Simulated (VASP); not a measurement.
```xyz
3
Lattice="4.3866 0.0000 0.0000 -2.1933 3.7989 0.0000 0.0000 0.0000 7.0764" Properties=species:S:1:pos:R:3 pbc="T T T"
Si     0.0000     0.0000     0.0000
Sr     0.0000     2.5326     1.7833
Sr     2.1933     1.2663     5.2932
```

Level of theory: PBE GGA, VASP's PBE PAW potentials (set 64) (plane waves; VASP 6.6.1). Settings: 400 eV cut-off, 6×6×4 Γ-centred mesh, first-order Methfessel-Paxton smearing of 0.10 eV, potentials Si Sr_sv.

Question: Predict the energy per atom (σ→0), pressure, largest force, band gap (on the k-mesh) with the smallest direct gap where there is one.

Answer: 
```json
{
  "band gap (on the k-mesh)": "none (metal, semimetal or under 0.01 eV)",
  "energy per atom (σ→0)": "-2904 meV/atom",
  "pressure": "1.41 GPa",
  "largest_force": "0.246 eV/Å"
}
```

Total energies compare only between runs with the same potentials, cut-off and functional.

The structure was generated: Sr2Si was put into the CdI2 type (P-3m1), which need not be its known phase. The cell was not relaxed at this level.
